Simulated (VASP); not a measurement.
All values below come from PBE GGA, VASP's PBE PAW potentials (set 64) (plane waves; VASP).

VASP input:

INCAR:
```
# general
SYSTEM   =  CsPbCl3
PREC     =  Accurate
ENCUT    =  500
LREAL    =  F
LASPH    =  T   # aspherical one-centre terms

# electronic loop
EDIFF    =  1E-6   # SCF stop (eV)
NELM     =  100   # most electronic steps
ALGO     =  Normal   # blocked Davidson
LMAXMIX  =  4   # l cut-off of mixed one-centre charges

# smearing
ISMEAR   =  1   # Methfessel-Paxton
SIGMA    =  0.1   # width (eV)

# functional
GGA      =  PE   # PBE

# ions
IBRION   =  2
NSW      =  40
ISIF     =  3
EDIFFG   =  -0.02   # ionic stop
PSTRESS  =  200   # kbar

# output
LWAVE    =  F
LCHARG   =  F
```

### KPOINTS
```
Automatic mesh
0
Gamma
6 6 6
0 0 0
```

**POSCAR**
```
CsPbCl3
1.0
  5.0539261971   0.0000000000   0.0000000000
  0.0000000000   5.0539261971   0.0000000000
  0.0000000000   0.0000000000   5.0539261971
Cs Pb Cl
1 1 3
Cart
  0.0000000000   0.0000000000   0.0000000000
  2.5269630986   2.5269630986   2.5269630986
  2.5269630986   0.0000000000   2.5269630986
  0.0000000000   2.5269630986   2.5269630986
  2.5269630986   2.5269630986   0.0000000000
```

POTCAR, in this order: Cs_sv Pb_d Cl (PBE.64 set). Program: vasp_std.

Output of the run:

File OSZICAR:
```
       N       E                     dE             d eps       ncg     rms          rms(c)
DAV:   1     0.450481622921E+03    0.45048E+03   -0.20432E+04  1040   0.161E+03
DAV:   2     0.359582657143E+02   -0.41452E+03   -0.40382E+03  1216   0.384E+02
DAV:   3    -0.135133827106E+02   -0.49472E+02   -0.48873E+02  1304   0.138E+02
DAV:   4    -0.154162672468E+02   -0.19029E+01   -0.18960E+01  1376   0.306E+01
DAV:   5    -0.154775421584E+02   -0.61275E-01   -0.61106E-01  1440   0.520E+00    0.114E+01
DAV:   6    -0.149808349861E+02    0.49671E+00   -0.11296E+00  1450   0.101E+01    0.703E+00
DAV:   7    -0.149653455575E+02    0.15489E-01   -0.68748E-01  1630   0.582E+00    0.189E+00
DAV:   8    -0.149645285148E+02    0.81704E-03   -0.11633E-01  1552   0.370E+00    0.490E-01
DAV:   9    -0.149647482004E+02   -0.21969E-03   -0.10270E-02  1616   0.106E+00    0.892E-02
DAV:  10    -0.149650302215E+02   -0.28202E-03   -0.95585E-04  1588   0.217E-01    0.407E-02
DAV:  11    -0.149650821815E+02   -0.51960E-04   -0.11084E-04  1396   0.119E-01    0.874E-03
DAV:  12    -0.149650880707E+02   -0.58892E-05   -0.17808E-05  1602   0.532E-02    0.877E-03
DAV:  13    -0.149650885787E+02   -0.50801E-06   -0.14303E-06  1036   0.979E-03
   1 F= 0.11490131E+01 E0= 0.11491089E+01  d E =0.114901E+01
       N       E                     dE             d eps       ncg     rms          rms(c)
DAV:   1    -0.148660967272E+02    0.98991E-01   -0.46277E-01  1354   0.922E+00    0.820E-01
DAV:   2    -0.148524618734E+02    0.13635E-01   -0.29884E-02  1406   0.249E+00    0.259E-01
DAV:   3    -0.148498550569E+02    0.26068E-02   -0.95293E-03  1408   0.136E+00    0.121E-01
DAV:   4    -0.148498503833E+02    0.46736E-05   -0.34327E-04  1602   0.162E-01    0.747E-02
DAV:   5    -0.148498621945E+02   -0.11811E-04   -0.51968E-05  1282   0.104E-01    0.166E-02
DAV:   6    -0.148498684670E+02   -0.62724E-05   -0.10582E-05  1414   0.228E-02    0.373E-03
DAV:   7    -0.148498679522E+02    0.51473E-06   -0.71529E-07   716   0.520E-03
   2 F= 0.11492452E+01 E0= 0.11493524E+01  d E =0.232093E-03
       N       E                     dE             d eps       ncg     rms          rms(c)
DAV:   1    -0.149192679170E+02   -0.69399E-01   -0.14317E-01  1350   0.518E+00    0.450E-01
DAV:   2    -0.149151144557E+02    0.41535E-02   -0.92031E-03  1400   0.136E+00    0.143E-01
DAV:   3    -0.149143038482E+02    0.81061E-03   -0.29497E-03  1404   0.758E-01    0.677E-02
DAV:   4    -0.149142882487E+02    0.15599E-04   -0.10609E-04  1584   0.889E-02    0.430E-02
DAV:   5    -0.149142745667E+02    0.13682E-04   -0.16013E-05  1274   0.584E-02    0.966E-03
DAV:   6    -0.149142721369E+02    0.24298E-05   -0.32480E-06  1040   0.128E-02    0.181E-03
DAV:   7    -0.149142723788E+02   -0.24196E-06   -0.20908E-07   620   0.342E-03
   3 F= 0.11486159E+01 E0= 0.11487159E+01  d E =-.397235E-03
```

### OUTCAR
```
------------------------ aborting loop because EDIFF is reached ----------------------------------------
  FORCE on cell =-STRESS in cart. coord.  units (eV):
  Direction    XX          YY          ZZ          XY          YZ          ZX
  --------------------------------------------------------------------------------------
  Total       16.0644895     16.0644895     16.0644895     -0.0000000     -0.0000000     -0.0000000
  in kB      200.0199366    200.0199366    200.0199366     -0.0000000     -0.0000000     -0.0000000
  external PRESSURE =       0.0199366 kB  Pullay stress =     200.0000000 kB
  volume of cell :      128.68
      direct lattice vectors                 reciprocal lattice vectors
     5.048566428  0.000000000  0.000000000     0.198076031 -0.000000000  0.000000000
     0.000000000  5.048566428  0.000000000     0.000000000  0.198076031  0.000000000
    -0.000000000  0.000000000  5.048566428    -0.000000000  0.000000000  0.198076031
 POSITION                                       TOTAL-FORCE (eV/Angst)
 -----------------------------------------------------------------------------------
      0.00000      0.00000      0.00000         0.000000      0.000000      0.000000
      2.52428      2.52428      2.52428         0.000000      0.000000      0.000000
      2.52428      0.00000      2.52428        -0.000000      0.000000      0.000000
     -0.00000      2.52428      2.52428        -0.000000      0.000000      0.000000
      2.52428      2.52428      0.00000         0.000000      0.000000      0.000000
 -----------------------------------------------------------------------------------
    total drift:                                0.000000      0.000000     -0.000000
  FREE ENERGIE OF THE ION-ELECTRON SYSTEM (eV)
  ---------------------------------------------------
  free  energy   TOTEN  =       -14.9142723788 eV

  energy  without entropy=      -14.9139722554  energy(sigma->0) =      -14.91417234
  enthalpy is  TOTEN    =         1.1486158783 eV   P V=       16.0628882571

 reached required accuracy - stopping structural energy minimisation
```
(Selected blocks of OUTCAR.)

CONTCAR:
```
CsPbCl3
   1.00000000000000
     5.0485664276974616    0.0000000000000000    0.0000000000000000
     0.0000000000000000    5.0485664276974616    0.0000000000000000
    -0.0000000000000000    0.0000000000000000    5.0485664276974616
  Cs              Pb              Cl
     1     1     3
Direct
     0.0000000000000000    0.0000000000000000    0.0000000000000000
     0.5000000000000000    0.5000000000000000    0.5000000000000000
     0.5000000000000000    0.0000000000000000    0.5000000000000000
     0.0000000000000000    0.5000000000000000    0.5000000000000000
     0.5000000000000000    0.5000000000000000    0.0000000000000000
```

The compound is CsPbCl3 in the cubic perovskite structure, the ideal cubic form; the compound distorts at low or room temperature. This run relaxes it under an external pressure of 20 GPa. Symmetry was kept, so distortions that lower it aren't found.
